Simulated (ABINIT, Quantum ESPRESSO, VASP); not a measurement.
## One structure in several programs: HfN (Fm-3m, 2 atoms in the cell)

Self-consistent single point, at a second geometry (lattice scaled by 0.98). First geometry:

```
HfN
1.0
    0.00000     2.26000     2.26000
    2.26000     0.00000     2.26000
    2.26000     2.26000     0.00000
Hf N
1 1
Direct
  0.00000   0.00000   0.00000
  0.50000   0.50000   0.50000
```

Shared settings, as Quantum ESPRESSO writes them: occupations = smearing; smearing = gauss; degauss = 0.019992 Ry; K_POINTS = automatic 10 10 10 0 0 0. Potentials and cutoffs stand in the table.

```tsv
code	model	ΔF from the first geometry (meV/atom)	pressure (GPa)	cutoff
VASP	PBE, VASP's PBE PAW potentials (set 64)	52.8	18.74	400 eV
Quantum ESPRESSO	PBE, SSSP 1.1.2 efficiency (PBE) pseudopotentials	58.7	23.95	60 Ry
ABINIT	PBE, norm-conserving pseudopotentials (PseudoDojo nc-sr-05 PBE standard)	58.6	24.13	42 Ha
```

For VASP (by 3.8 GPa) the energy change implies a higher mean pressure, against the two pressures, than for the other programs: a sign of finite-basis (Pulay) stress.

On VASP's run: spin-orbit coupling is off.

The spread over the programs that give each value: ΔF from the first geometry within 5.9 meV/atom; pressure within 5.39 GPa.

In the pressure, VASP (by 5.21) lies more than 1 GPa from the median of the plane-wave programs.

VASP's run is marked for a possible Pulay error in its stress at this cutoff; no cutoff test was made.

The starting cell has typed, rounded lattice constants, without a prior relaxation at this level. For this run, on top of that: lattice scaled by 0.98.

Left out of this page: Ansatz, GPAW, CP2K, FLEUR and SIESTA (not drawn, or without a comparable value); Elk (failed or unconverged).
